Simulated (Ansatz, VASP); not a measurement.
Two plane-wave programs on SiPb

INCAR

```
SYSTEM = SiPb
PREC = Accurate
ENCUT = 520
EDIFF = 1E-7
ISMEAR = 0
SIGMA = 0.05
LREAL = .FALSE.
LASPH = .TRUE.
NELM = 100
ALGO = Fast
ISIF = 2
LWAVE = .FALSE.
LCHARG = .FALSE.
GGA = PE
NBANDS = 16
```

The input KPOINTS:

```
regular mesh
0
G
  6 6 6
  0 0 0
```

POSCAR

```
SiPb
1.0
    0.0000000000      2.8994530519      2.8994530519
    2.8994530519      0.0000000000      2.8994530519
    2.8994530519      2.8994530519      0.0000000000
Si Pb
1 1
Direct
    0.0000000000      0.0000000000      0.0000000000
    0.2500000000      0.2500000000      0.2500000000
```

Input for Ansatz:

```yaml
crystal:
  lattice:
    - [0.0, 2.8994530519, 2.8994530519]
    - [2.8994530519, 0.0, 2.8994530519]
    - [2.8994530519, 2.8994530519, 0.0]
  atoms:
    - { symbol: Si, position: [0.0, 0.0, 0.0] }
    - { symbol: Pb, position: [0.25, 0.25, 0.25] }
basis:
  ecutwfc: 420
kpoints:
  mp_grid: { grid: [6, 6, 6] }
hamiltonian:
  xc: pbe
scf:
  occupations: { method: gaussian, width: 0.05 }
output:
  forces: true
  stress: true
  eigenvalues: true
```

The cell comes from a database or a generator and needn't be the stable form of this composition.

Alike in both runs: task single point; functional PBE; k mesh 6 × 6 × 6; occupations gaussian, width 0.05 eV; no spin polarisation.

|  | VASP | Ansatz |
| --- | --- | --- |
| version | VASP 6.6.1 | Ansatz 0.2.0 |
| potentials or method | VASP PAW PBE potentials, release 64 (Si, Pb_d) | scalar-relativistic, plane waves, PAW |
| plane-wave cutoff (eV) | 520 | 420 |
| valence electrons in the cell | 18 | 18 |

|  | VASP | Ansatz | Ansatz less VASP |
| --- | --- | --- | --- |
| gap on the k mesh at the Fermi level (eV) | 0.03 | 0.03 | +0.004 |
| least direct gap on the mesh (eV) | 0.09 | 0.10 | +0.007 |
| pressure (GPa) | 17.2 | 17.4 | +0.14 |

Caveats: so large a pressure means that the cell lies far from this level's equilibrium, or that cutoff or potentials fall short (VASP); spin-orbit coupling is left out, which as a rule narrows the gap of such compounds by several tenths of an eV. A k mesh can miss the band edges.
